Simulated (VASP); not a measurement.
```xyz
3
Lattice="0.0000 2.8548 2.8548 2.8548 0.0000 2.8548 2.8548 2.8548 0.0000" Properties=species:S:1:pos:R:3 pbc="T T T"
Li     1.4274     1.4274     1.4274
Li     4.2823     4.2823     4.2823
S      2.8548     0.0000     2.8548
```

The numbers are results of PBE GGA, VASP's PBE PAW potentials (set 64) (plane waves; VASP 6.6.1), not measurements. Numerical set-up: 520 eV cut-off, Gaussian smearing of 0.050 eV, potentials Li_sv S.

Question: Give the energies of bands 4 to 9 at the high-symmetry points, in eV from the valence-band maximum.

Answer: 
```csv
band,Γ,X,U,L,W
4,0.00,-2.15,-2.05,-2.85,-1.81
5,0.00,-1.41,-1.95,-0.50,-1.81
6,0.00,-1.41,-1.14,-0.50,-1.74
7,4.25,3.39,4.59,6.08,5.47
8,6.23,7.08,8.03,6.57,7.27
9,6.23,11.05,9.43,6.57,8.87
```

The gap is indirect, 3.39 eV, from the valence maximum at Γ to the conduction minimum at X.

The compound is Li2S in the antifluorite structure. It was relaxed first.
